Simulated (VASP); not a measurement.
The system is Nb3Sn.

```
Nb Sn
1.0
     5.28210    0.00000    0.00000
     0.00000    5.28210    0.00000
     0.00000    0.00000    5.28210
Nb Sn
6 2
Direct
  0.25000 0.00000 0.50000
  0.50000 0.75000 0.00000
  0.75000 0.00000 0.50000
  0.50000 0.25000 0.00000
  0.00000 0.50000 0.75000
  0.00000 0.50000 0.25000
  0.00000 0.00000 0.00000
  0.50000 0.50000 0.50000
```

| Quantity | Value |
| --- | --- |
| Program | VASP 6.6.1 |
| Task | relaxation of cell and atoms |
| Functional | PBEsol |
| Potentials or basis | VASP PAW PBE potentials, release 64 (Nb_sv, Sn_d) |
| Cutoff | 600 eV |
| k mesh | 8 × 8 × 8 |
| Occupations | methfessel-paxton, width 0.1 eV |
| Spin | no spin polarisation |

At the start: pressure -2.5 GPa; volume 18.42 Å³/atom.

Problem. Where does the relaxation end?

Solution. Over 3 steps the energy falls by 2.1 meV/atom and the volume is 18.16 Å³/atom (-1.4 %); space group Pm-3n (No. 223, to 0.05 Å).

Step by step:
```tsv
step	energy change (eV)	largest force (eV/Å)	pressure (GPa)	volume (Å³)
1	0.0000	0.0000	-2.47	147.37
2	0.0428	0.0000	5.03	141.40
3	-0.0165	0.0000	-0.03	145.28
```

Final structure:
```xyz
8
Lattice="5.2570 0.0000 0.0000 0.0000 5.2570 0.0000 0.0000 0.0000 5.2570" Properties=species:S:1:pos:R:3 pbc="T T T"
Nb    1.3142    0.0000    2.6285
Nb    2.6285    3.9427    0.0000
Nb    3.9427    0.0000    2.6285
Nb    2.6285    1.3142    0.0000
Nb    0.0000    2.6285    3.9427
Nb    0.0000    2.6285    1.3142
Sn    0.0000    0.0000    0.0000
Sn    2.6285    2.6285    2.6285
```

Caveat: the PAW data sets were made with another functional, which shifts forces and pressure a little.
